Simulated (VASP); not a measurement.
Calculation: r2SCAN meta-GGA, VASP's PBE PAW potentials (set 64) (plane waves; VASP 6.6.1).

A VASP calculation is set up with these files.

**KPOINTS**
```
Regular mesh
0
gamma
 6 6 6
```

File POSCAR:
```
CaF2
1.0
  0.0000000000   2.7267856027   2.7267856027
  2.7267856027   0.0000000000   2.7267856027
  2.7267856027   2.7267856027   0.0000000000
Ca F
1 2
Cart
  2.7267856027   2.7267856027   5.4535712054
  1.4133928011   1.3633928014   1.3633928014
  4.0901784041   4.0901784041   4.0901784041
```

### INCAR
```
ALGO = Normal
EDIFF = 1E-7
ENCUT = 600
ISIF = 2
ISMEAR = 0
LASPH = .TRUE.
LCHARG = .FALSE.
LMIXTAU = .TRUE.
LREAL = .FALSE.
LWAVE = .FALSE.
METAGGA = R2SCAN
NELM = 100
PREC = Accurate
SIGMA = 0.05
SYSTEM = CaF2
```

POTCAR, in this order: Ca_sv F (PBE.64 set). Program: vasp_std.

Problem. Estimate the energy per atom (σ→0), largest force.

Solution. 
```
Quantity                       Result
---------------------  --------------
energy per atom (σ→0)  -8.650 eV/atom
largest force              0.256 eV/Å
```

### OSZICAR
```
...
DAV:  17    -0.259497214782E+02    0.26690E-05   -0.94459E-05  1536   0.106E-01    0.183E-02
DAV:  18    -0.259497423887E+02   -0.20910E-04   -0.12952E-05  1472   0.459E-02    0.984E-03
DAV:  19    -0.259497509902E+02   -0.86015E-05   -0.23934E-06  1896   0.199E-02    0.521E-03
DAV:  20    -0.259497525712E+02   -0.15809E-05   -0.71544E-07  1720   0.857E-03    0.248E-03
DAV:  21    -0.259497527629E+02   -0.19170E-06   -0.33715E-07  1584   0.581E-03    0.100E-03
DAV:  22    -0.259497529101E+02   -0.14720E-06   -0.33995E-08  1152   0.252E-03    0.912E-04
DAV:  23    -0.259497529000E+02    0.10086E-07   -0.37220E-08   840   0.186E-03
   1 F= -.25949753E+02 E0= -.25949753E+02  d E =-.716284E-21
```

The compound is CaF2 in the fluorite structure. This cell was strained or had an atom moved on purpose.
